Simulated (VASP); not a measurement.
```
AlN
1.0
    0.00000     2.16666     2.16666
    2.16666     0.00000     2.16666
    2.16666     2.16666     0.00000
Al N
1 1
Direct
  0.00000   0.00000   0.00000
  0.25000   0.25000   0.25000
```

Calculation: PBEsol GGA, VASP's PBE PAW potentials (set 64) (plane waves; VASP). Numerical set-up: 520 eV cut-off, 10×10×10 Γ-centred mesh, Gaussian smearing of 0.050 eV, potentials Al N.

**Question.** Give the stress tensor in GPa (positive for a compressed cell).

**Answer.** 
```
6.53  0.00  0.00
0.00  6.53  0.00
0.00  0.00  6.53
```
The pressure is its mean diagonal, 6.53 GPa.

The compound is AlN in the zinc blende structure, a metastable form; wurtzite is the usual one. This cell is one point of a volume scan, at 0.97 of the reference volume.
